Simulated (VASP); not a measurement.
# NbSi with PW91: from relaxation to properties, part 4 of 4

What structure does NbSi take at this level, and what are its properties? The cell is invented: it takes the structure of COD entry 1010654, TaC (space group 225 there), with all of its atoms replaced by other elements, volume scaled by an estimate. It may not be a known or stable phase.

VASP 6.6.1, plane waves and PAW; the level of theory is named at each step.

Still holding for the runs below: This run has no spin polarisation. Its electron count is odd, so without a moment it is a metal by construction. The k-mesh is coarse for a metal.

So far. Step 14 (Volume scan with PW91 (run 6)): The pressure falls from -2.88 to -5.42 GPa. Step 14 (Volume scan with PW91 (run 6)): The run ends at a pressure of -5.42 GPa.

## (15) Volume scan with PW91 (run 7)

Level of this step: PW91; plane waves and PAW (Nb_sv, Si); invented cell (VASP).

A prediction first. A parabola through the 6 pressures of evenly scaled cells so far, P = -0.01 -150.5 t +321 t² GPa with t = ln(V/V₁) and V₁ the volume at scale 1, gives -7.70 GPa at t = +0.0583.

File INCAR:

```
SYSTEM = NbSi
PREC = Accurate
ENCUT = 400
EDIFF = 1E-06
NELM = 100
ISMEAR = -1
SIGMA = 0.05
LREAL = .FALSE.
ALGO = Normal
GGA = 91
LORBIT = 11
LWAVE = .FALSE.
LCHARG = .FALSE.
ISIF = 2
```

File POSCAR:

```
NbSi
1.0
    0.0000000000      2.6248255991      2.6248255991
    2.6248255991      0.0000000000      2.6248255991
    2.6248255991      2.6248255991      0.0000000000
Nb Si
1 1
Direct
    0.0000000000      0.0000000000      0.0000000000
    0.5000000000      0.5000000000      0.5000000000
```

File KPOINTS:

```
Automatic mesh
0
Gamma
9 9 9
0 0 0
```

The projector-augmented-wave data sets are Nb_sv and Si (PBE family, release 64).

The run is started by

```
mpirun -np 1 vasp_std
```

The log of the run:

```text
[... set-up lines as in an earlier step ...]
 entering main loop
       N       E                     dE             d eps       ncg     rms          rms(c)
DAV:   1     0.104218418630E+03    0.10422E+03   -0.75008E+03   840   0.108E+03
DAV:   2    -0.116361397417E+02   -0.11585E+03   -0.11222E+03  1020   0.374E+02
DAV:   3    -0.171211831327E+02   -0.54850E+01   -0.53678E+01  1336   0.632E+01
DAV:   4    -0.173742450414E+02   -0.25306E+00   -0.24890E+00  1180   0.136E+01
[...]
DAV:  10    -0.160081620342E+02   -0.30377E-04   -0.22350E-04  1232   0.179E-01    0.120E-02
DAV:  11    -0.160081603280E+02    0.17062E-05   -0.55339E-06  1128   0.244E-02    0.470E-03
DAV:  12    -0.160081596372E+02    0.69081E-06   -0.70967E-07   676   0.131E-02
   1 F= -.16008160E+02 E0= -.16003249E+02  d E =-.982141E-02
```

Wall time 10 s (1 MPI rank of Intel Xeon Platinum 8488C (Sapphire Rapids), shared host); peak memory 0.14 GiB.

From OUTCAR (step 15):

```text
  Total       -1.7526853     -1.7526853     -1.7526853     -0.0000000      0.0000000      0.0000000
  in kB      -77.6395773    -77.6395773    -77.6395773     -0.0000000      0.0000000      0.0000000
  external PRESSURE =     -77.6395773 kB  Pullay stress =       0.0000000 kB

 POSITION                                       TOTAL-FORCE (eV/Angst)
 -----------------------------------------------------------------------------------
      0.00000      0.00000      0.00000        -0.000000      0.000000      0.000000
      2.62483      2.62483      2.62483         0.000000      0.000000     -0.000000
 -----------------------------------------------------------------------------------
    total drift:                                0.000000     -0.000000     -0.000000

  FREE ENERGIE OF THE ION-ELECTRON SYSTEM (eV)
  ---------------------------------------------------
  free  energy   TOTEN  =       -16.0081596372 eV

  energy  without entropy=      -15.9983382224  energy(sigma->0) =      -16.00324893

[... 1 part as in an earlier step ...]

[... 2 further parts left out ...]
[key lines of the parts left out:]
E-fermi :   9.4638
```

The pressure falls from -5.42 to -7.76 GPa. The parabola predicted -7.70 GPa, +0.07 GPa off.

## (16) The series together

Times are for 1 MPI rank of Intel Xeon Platinum 8488C (Sapphire Rapids), shared host. Results by setting:

| no. | volume scale | energy above the lowest point (meV/atom) | pressure (GPa) | time | memory (GiB) |
| --- | --- | --- | --- | --- | --- |
| 1 | 0.94 | 34.44 | 10.52 | 7.8 s | 0.14 |
| 2 | 0.96 | 15.37 | 6.676 | 5.8 s | 0.13 |
| 3 | 0.98 | 4.21 | 3.155 | 6.4 s | 0.14 |
| 4 | 1 | 0 | -0.01263 | 6 s | 0.14 |
| 5 | 1.02 | 2.35 | -2.882 | 8.8 s | 0.14 |
| 6 | 1.04 | 10.48 | -5.418 | 6.6 s | 0.14 |
| 7 | 1.06 | 23.9 | -7.764 | 10 s | 0.14 |

## (17) Fit for PW91

This step: Birch-Murnaghan fit, PW91; plane waves and PAW; invented cell (VASP 6.6.1).

No new run; the numbers come from the runs before.

This step gave:

```yaml
pressure_derivative_of_the_bulk_modulus: 3.889
r_m_s_error_of_the_fit: 2.35e-5 eV/atom
minimum_inside_the_sampled_range: yes
bulk_modulus: 149.4 GPa
equilibrium_volume_of_the_fit: 17.10 Å³/atom
```

Table of energy above the fitted minimum by volume:

```csv
volume (Å³/atom),energy above the fitted minimum (eV/atom)
16.037,0.0345
16.378,0.0154
16.719,0.00422
17.061,1.3e-5
17.402,0.00236
17.743,0.0105
18.084,0.0239
```

The fitted volume lies +0.25 % from the relaxed one. At a finite cutoff and mesh the minimum of the energy and the zero of the stress don't quite coincide, and the relaxation stops at a threshold.

## (18) Core-level energies (PW91)

This step: PW91; plane waves and PAW (Nb_sv, Si); invented cell (VASP 6.6.1).

ICORELEVEL = 1 prints the core eigenvalues in the potential of the ground state.

INCAR, as its differences from that of step 15:

```diff
@@ -13,2 +13,2 @@
 LCHARG = .FALSE.
-ISIF = 2
+ICORELEVEL = 1
```

File POSCAR:

```
NbSi
1.0
    0.0000000000      2.5743356119      2.5743356119
    2.5743356119      0.0000000000      2.5743356119
    2.5743356119      2.5743356119      0.0000000000
Nb Si
1 1
Direct
    0.0000000000      0.0000000000      0.0000000000
    0.5000000000      0.5000000000      0.5000000000
```

KPOINTS is that of step 15.

The run is started by

```
mpirun -np 1 vasp_std
```

The log of the run:

```text
[... set-up lines as in an earlier step ...]
 entering main loop
       N       E                     dE             d eps       ncg     rms          rms(c)
[... 11 cycles as in an earlier step ...]
   1 F= -.16056308E+02 E0= -.16051050E+02  d E =-.105162E-01
```

The job ended after 8.2 s (1 MPI rank; peak memory 0.14 GiB).

Parts of OUTCAR (step 18):

```text
   NELECT =      17.0000    total number of electrons

 the core state eigenenergies are
   1-  1s -18792.2361  2s  -2617.3771  2p  -2335.4874  3s   -425.7665  3p   -333.6512
       3d   -183.1748
   2-  1s  -1769.0540  2s   -123.2578  2p    -79.2684

 E-fermi :  10.2016

[... 19 parts as in an earlier step ...]

[... 2 further parts left out ...]
```

These are scalar-relativistic Kohn-Sham levels of the ground state, with no core hole, so they are not binding energies.

This step gave:

- SCF cycles: 11
- free energy (TOTEN): -16.06 eV
- energy at zero smearing: -16.05 eV
- Fermi energy: 10.20 eV
- pressure: -0.01263 GPa

Kohn-Sham core levels, initial state. Core levels, by row:

```
atom  shell  level below the Fermi level (eV)
 Nb1     1s                             18802
 Nb1     2s                              2628
 Nb1     2p                              2346
 Nb1     3s                               436
 Nb1     3p                             343.9
 Nb1     3d                             193.4
 Si2     1s                              1779
 Si2     2s                             133.5
 Si2     2p                             89.47
```

## (19) Results

```json
{
 "relaxed volume": "17.06 Å³/atom",
 "relaxed conventional cell a, b, c": "5.149, 5.149, 5.149 Å",
 "space group after relaxing, within 0.02 Å": "Fm-3m (No. 225)",
 "band gap": "none, a metal",
 "DOS at the Fermi level": "1.48 states/eV/cell",
 "bulk modulus from the fit": "149 GPa",
 "volume from the fit": "17.1 Å³/atom",
 "shallowest level of the frozen cores": "Si2 2p, 89.5 eV deep"
}
```

In words: With PW91, NbSi relaxes to 17.06 Å³/atom in space group Fm-3m (held by the symmetry of the run), comes out as a metal and has a bulk modulus of 149 GPa. Not obtained: bands along the symmetry lines (HSE06), because the run hit its time limit. Bands along the symmetry lines (PW91): Of the bands kept, 3 cross the Fermi level on this path. Spin-orbit coupling is left out; it would split some degenerate bands. The k-sampling is coarse for a metal, so the Fermi level, pressures and the shape of the cell carry errors. With an odd electron count and no spin the cell is a metal by construction. No search among competing phases was made. All values are for a static lattice at zero temperature.

[Lines on the potential files, build, host, timing and source positions are cut from VASP's logs without a mark.]

[Logs are printed without paths, hosts, clocks, repeated set-up lines and the standing remarks that a program may print on its own settings, such as how far it seeks lower states.]

[Hosts, paths, dates, database ids (printed as entryN), source tags and the programs' standing remarks are cut or masked in the printed files.]

[A measured line is paired with the nearest computed mode of its activity, which favours agreement.]
